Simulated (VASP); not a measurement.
A convergence study with VASP on GaSb (zinc blende): one setting is varied, all else stays as given below, so the limit is that of these other settings.

```xyz
2
Lattice="0.0000 3.0500 3.0500 3.0500 0.0000 3.0500 3.0500 3.0500 0.0000" Properties=species:S:1:pos:R:3 pbc="T T T"
Ga     0.0000     0.0000     0.0000
Sb     1.5250     1.5250     1.5250
```

Level of theory: PBEsol GGA, VASP's PBE PAW potentials (set 64) (plane waves; VASP 6.6.1). The tightest run used: 550 eV cut-off, 16×16×16 Γ-centred mesh, Gaussian smearing of 0.050 eV, potentials Ga_d Sb.

**Question.** The settings run are 1×1×1 mesh; 2×2×2 mesh; 3×3×3 mesh; 4×4×4 mesh; 5×5×5 mesh; 6×6×6 mesh; 7×7×7 mesh; 8×8×8 mesh; 9×9×9 mesh; 10×10×10 mesh; 11×11×11 mesh; 12×12×12 mesh; 13×13×13 mesh; 14×14×14 mesh; 15×15×15 mesh; 16×16×16 mesh. From which on does the energy per atom stay within 0.01 eV/atom of the tightest run?

**Answer.** From 7×7×7 mesh on: it is off by 0.0080 there and by no more than 0.01 in any finer run, while 6×6×6 mesh is off by 0.0170.
| setting | E (eV/atom) | pressure (GPa) | irreducible k-points | difference judged (eV/atom) |
|---|---|---|---|---|
| 1×1×1 mesh | 4.5710 | 65.46 | 1 | 8.6486 |
| 2×2×2 mesh | -2.8461 | 7.93 | 3 | 1.2315 |
| 3×3×3 mesh | -3.7632 | 2.02 | 4 | 0.3144 |
| 4×4×4 mesh | -3.9742 | 0.82 | 8 | 0.1034 |
| 5×5×5 mesh | -4.0380 | 0.49 | 10 | 0.0396 |
| 6×6×6 mesh | -4.0606 | 0.40 | 16 | 0.0170 |
| 7×7×7 mesh | -4.0696 | 0.37 | 20 | 0.0080 |
| 8×8×8 mesh | -4.0736 | 0.37 | 29 | 0.0040 |
| 9×9×9 mesh | -4.0755 | 0.37 | 35 | 0.0021 |
| 10×10×10 mesh | -4.0765 | 0.37 | 47 | 0.0012 |
| 11×11×11 mesh | -4.0770 | 0.37 | 56 | 0.0006 |
| 12×12×12 mesh | -4.0772 | 0.38 | 72 | 0.0004 |
| 13×13×13 mesh | -4.0774 | 0.38 | 84 | 0.0002 |
| 14×14×14 mesh | -4.0775 | 0.38 | 104 | 0.0001 |
| 15×15×15 mesh | -4.0776 | 0.38 | 120 | 0.0000 |
| 16×16×16 mesh | -4.0776 | 0.38 | 145 | 0.0000 |

Left out are rungs that failed or repeat a setting and relaxations that didn't move; long series are thinned to 24 rows.

The compound is GaSb in the zinc blende structure. The cell was not relaxed at this level.
